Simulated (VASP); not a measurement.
Data:

```
KMgF3
1.0
    3.99603     0.00000     0.00000
    0.00000     3.99603     0.00000
    0.00000     0.00000     3.99603
K Mg F
1 1 3
Direct
  0.00000   0.00000   0.00000
  0.50000   0.50000   0.50000
  0.50000   0.00000   0.50000
  0.00000   0.50000   0.50000
  0.50000   0.50000   0.00000
```

All values below come from optB88-vdW, VASP's PBE PAW potentials (set 64) (plane waves; VASP). Run with 520 eV cut-off, 6×6×6 Γ-centred mesh, tetrahedra with Blöchl corrections, potentials K_sv Mg F.

The cores are frozen, which limits the accuracy of field gradients.

Question: Give the principal components of the electric field gradient (V/Å²) and the asymmetry η at each nucleus.

Answer: 
| atom | Vxx | Vyy | Vzz | η |
|---|---|---|---|---|
| K1 | 0.0 | 0.0 | 0.0 | - |
| Mg2 | 0.0 | 0.0 | 0.0 | - |
| F3 | -22.3 | -22.3 | 44.5 | 0.00 |
| F4 | -22.3 | -22.3 | 44.5 | 0.00 |
| F5 | -22.3 | -22.3 | 44.5 | 0.00 |

The compound is KMgF3 in the cubic perovskite structure. It was relaxed first.
